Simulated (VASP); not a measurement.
Input:

```xyz
2
Lattice="2.7749 0.0000 0.0000 0.0000 2.7749 0.0000 0.0000 0.0000 3.6371" Properties=species:S:1:pos:R:3 pbc="T T T"
Mo     1.3874     1.3874     1.8185
Ru     0.0000     0.0000     0.0000
```

The numbers are results of PBE GGA, VASP's PBE PAW potentials (set 64) (plane waves; VASP), not measurements. Run with 300 eV cut-off, 11×11×9 Γ-centred mesh, Fermi-Dirac smearing of 0.14 eV, potentials Mo_sv Ru_pv.

At this cut-off the stress carries a Pulay error, which pulls relaxed volumes low.

**Question.** Predict the energy per atom (σ→0), pressure, band gap (on the k-mesh) with the smallest direct gap where there is one.

**Answer.** 
```yaml
band gap (on the k-mesh): none (metal, semimetal or under 0.01 eV)
energy per atom (σ→0): -9.965 eV/atom
pressure: 18.16 GPa
```

The absolute energy has meaning only against runs of the same code, potentials and settings.

The structure was generated: MoRu was put into an ordered model structure, which need not be its known phase. The cell was not relaxed at this level.
